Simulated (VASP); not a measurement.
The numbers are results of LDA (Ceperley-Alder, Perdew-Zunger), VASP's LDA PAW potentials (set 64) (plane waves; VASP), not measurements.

VASP ran on this input.

### POSCAR
```
ZrO2
1.0
  0.0000000000   2.4398755149   2.4398755149
  2.4398755149   0.0000000000   2.4398755149
  2.4398755149   2.4398755149   0.0000000000
Zr O
1 2
Cart
  0.0000000000   0.0000000000   0.0000000000
  1.2199377575   1.2199377575   1.2199377575
  3.6598132724   3.6598132724   3.6598132724
```

File KPOINTS:
```
K-points
0
G
8 8 8
```

### INCAR
```
# general
SYSTEM   =  ZrO2
PREC     =  Accurate
ENCUT    =  620
LREAL    =  F
LASPH    =  T

# electronic loop
EDIFF    =  1E-6
NELM     =  100
ALGO     =  Normal
LMAXMIX  =  4

# smearing
ISMEAR   =  0
SIGMA    =  0.05

# ions
IBRION   =  2
NSW      =  40
ISIF     =  3
EDIFFG   =  -0.02
PSTRESS  =  300

# output
LWAVE    =  F
LCHARG   =  F
```

POTCAR, in this order: Zr_sv O (LDA.64 set). Program: vasp_std.

What will the output report for the number of irreducible k-points (NKPTS), largest plane-wave count, number of space-group operations, FFT grid (NGX, NGY, NGZ)?

```
Quantity                                       Value
--------------------------------------  ------------
number of irreducible k-points (NKPTS)            29
largest plane-wave count                        1036
number of space-group operations                  48
FFT grid (NGX, NGY, NGZ)                28 × 28 × 28
```

The compound is ZrO2 in the fluorite structure, the high-temperature cubic form, which is unstable at 0 K; the monoclinic form is the stable one. It was relaxed first under an external pressure of 30 GPa.
